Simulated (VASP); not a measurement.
Consider the following.

```yaml
crystal:
  lattice:
    - [1.79030, -3.10090, 0.00000]
    - [1.79030, 3.10090, 0.00000]
    - [0.00000, 0.00000, 4.66087]
  atoms:
    - { symbol: Pt, position: [0.00000, 0.00000, 0.00000] }
    - { symbol: S, position: [0.33333, 0.66667, 0.25860] }
    - { symbol: S, position: [0.66667, 0.33333, 0.74140] }
```

The numbers are results of PBE GGA with D3 dispersion (Becke-Johnson damping), VASP's PBE PAW potentials (set 64) (plane waves; VASP), not measurements. Run with 520 eV cut-off, 8×8×6 Γ-centred mesh, tetrahedra with Blöchl corrections, potentials Pt S.

The cores are frozen, which limits the accuracy of field gradients.

**Question.** Give the principal components of the electric field gradient (V/Å²) and the asymmetry η at each nucleus.

**Answer.** 
```tsv
atom	Vxx	Vyy	Vzz	η
Pt1	-74.2	-74.2	148.5	0.00
S2	23.0	23.0	-46.0	0.00
S3	23.0	23.0	-46.0	0.00
```

The compound is PtS2 in the 1T layered structure. It was relaxed first, which changed the volume by -5 %.
